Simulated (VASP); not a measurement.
Consider the following.

```yaml
crystal:
  lattice:
    - [5.36532, 0.00000, 0.00000]
    - [0.00000, 5.36532, 0.00000]
    - [0.00000, 0.00000, 5.36532]
  atoms:
    - { symbol: V, position: [0.00000, 0.00000, 0.00000] }
    - { symbol: Cu, position: [0.50000, 0.00000, 0.00000] }
    - { symbol: Cu, position: [0.00000, 0.00000, 0.50000] }
    - { symbol: Cu, position: [0.00000, 0.50000, 0.00000] }
    - { symbol: S, position: [0.23716, 0.23716, 0.23716] }
    - { symbol: S, position: [0.23716, 0.76284, 0.76284] }
    - { symbol: S, position: [0.76284, 0.23716, 0.76284] }
    - { symbol: S, position: [0.76284, 0.76284, 0.23716] }
```

The numbers are results of r2SCAN meta-GGA, VASP's PBE PAW potentials (set 64) (plane waves; VASP), not measurements. Settings: 400 eV cut-off, 8×8×8 Γ-centred mesh, Gaussian smearing of 0.010 eV, potentials V_sv Cu S.

Question: Predict the energy per atom (σ→0), band gap (on the k-mesh) with the smallest direct gap where there is one.

Answer: 
```yaml
band gap (on the k-mesh): 1.20 eV
smallest direct gap (on the k-mesh): 1.56 eV
energy per atom (σ→0): -10.553 eV/atom
```

The absolute energy has meaning only against runs of the same code, potentials and settings.

The compound is VCu3S4 in the sg215 structure. It was relaxed first. The run is not spin-polarised, so no magnetic state was tried.
